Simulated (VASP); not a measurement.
Here is the system:

```
CELL_PARAMETERS angstrom
      3.68501     0.00000     0.00000
      0.00000     3.68501     0.00000
      0.00000     0.00000     3.68501
ATOMIC_POSITIONS crystal
  Cu 0.00000 0.50000 0.50000
  Cu 0.50000 0.00000 0.50000
  Cu 0.50000 0.50000 0.00000
  As 0.00000 0.00000 0.00000
```

All values below come from PBEsol GGA with spin-orbit coupling, VASP's PBE PAW potentials (set 64) (plane waves; VASP). Settings: 400 eV cut-off, 8×8×8 Γ-centred mesh, Gaussian smearing of 0.050 eV, potentials Cu As.

Task: Predict the energy per atom (σ→0), band gap (over mesh and band path) with the smallest direct gap where there is one.

Result: 
```
Item                                                                   Value
----------------------------------  ----------------------------------------
band gap (over mesh and band path)  none (metal, semimetal or under 0.01 eV)
energy per atom (σ→0)                                         -4.504 eV/atom
```

Only differences to runs with the same potentials and settings are physical.

The structure comes from a computed database's Cu3As entry (Pm-3m); how it stands against other phases isn't given here. It was relaxed first.
